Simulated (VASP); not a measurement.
An input for Quantum ESPRESSO's pw.x (written as the equivalent of a VASP run, and not itself run):

```
&CONTROL
  calculation = 'vc-relax'
  pseudo_dir = './pseudo'
  outdir = './out'
  tprnfor = .true.
  tstress = .true.
  nstep = 60
  forc_conv_thr = 0.00078
/
&SYSTEM
  ibrav = 0
  nat = 8
  ntyp = 3
  ecutwfc = 84
  occupations = 'smearing'
  smearing = 'gaussian'
  degauss = 0.003675
  input_dft = 'pbesol'
/
&ELECTRONS
  conv_thr = 7.3e-08
  electron_maxstep = 100
/
&IONS
/
&CELL
/
ATOMIC_SPECIES
  In 114.818 In.upf
  As 74.922 As.upf
  Al 26.982 Al.upf
CELL_PARAMETERS angstrom
     5.8785806   -0.0000000    0.0000000
    -0.0000000    5.8785806   -0.0000000
     0.0000000   -0.0000000    5.8799017
ATOMIC_POSITIONS crystal
  In   0.0000000  0.0000000  0.0000000
  In   0.5000000  0.5000000  0.0000000
  As   0.2500000  0.2500000  0.2712785
  As   0.7500000  0.7500000  0.2712785
  As   0.7500000  0.2500000  0.7287215
  As   0.2500000  0.7500000  0.7287215
  Al   0.5000000  0.0000000  0.5000000
  Al   0.0000000  0.5000000  0.5000000
K_POINTS automatic
  4 4 4 0 0 0
```

Problem. Translate this input to VASP (INCAR, KPOINTS, POSCAR, choice of POTCAR).

Solution. This is not unique; one that fits is 
### INCAR
```
SYSTEM  =  Al2In2As4
PREC  =  Accurate; ENCUT  =  400; LREAL  =  .FALSE.
LASPH  =  .TRUE.
EDIFF  =  1E-6; NELM  =  100; ALGO  =  Normal
LMAXMIX  =  4
ISMEAR  =  0; SIGMA  =  0.05
GGA  =  PS
IBRION  =  2; NSW  =  60; ISIF  =  3
EDIFFG  =  -0.02
LWAVE  =  .FALSE.; LCHARG  =  .FALSE.
```

File KPOINTS:
```
Automatic mesh
0
Gamma
4 4 4
0 0 0
```

POSCAR:
```
Al2In2As4
1
    5.8785805878    -0.0000000000     0.0000000000
   -0.0000000000     5.8785805878    -0.0000000000
    0.0000000000    -0.0000000000     5.8799016934
In As Al
2 4 2
Direct
  0.0000000000   0.0000000000   0.0000000000
  0.5000000000   0.5000000000   0.0000000000
  0.2500000000   0.2500000000   0.2712785391
  0.7500000000   0.7500000000   0.2712785391
  0.7500000000   0.2500000000   0.7287214609
  0.2500000000   0.7500000000   0.7287214609
  0.5000000000   0.0000000000   0.5000000000
  0.0000000000   0.5000000000   0.5000000000
```

POTCAR, in this order: In_d As Al (PBE.64 set). Program: vasp_std.

The two are equivalent in intent, not identical: the potentials are each code's own (VASP's PAW set, PseudoDojo norm-conserving files in pw.x), so ENCUT and ecutwfc are chosen apart and not converted; conv_thr bounds pw.x's estimated SCF error, while EDIFF bounds the energy change between steps; forc_conv_thr acts on force components and is met together with etot_conv_thr.

The structure was generated: Al2In2As4 was put into an ordered model structure (P-4m2), which need not be its known phase. This run relaxes it. Symmetry was kept, so distortions that lower it aren't found. The start is the result of an earlier pass.
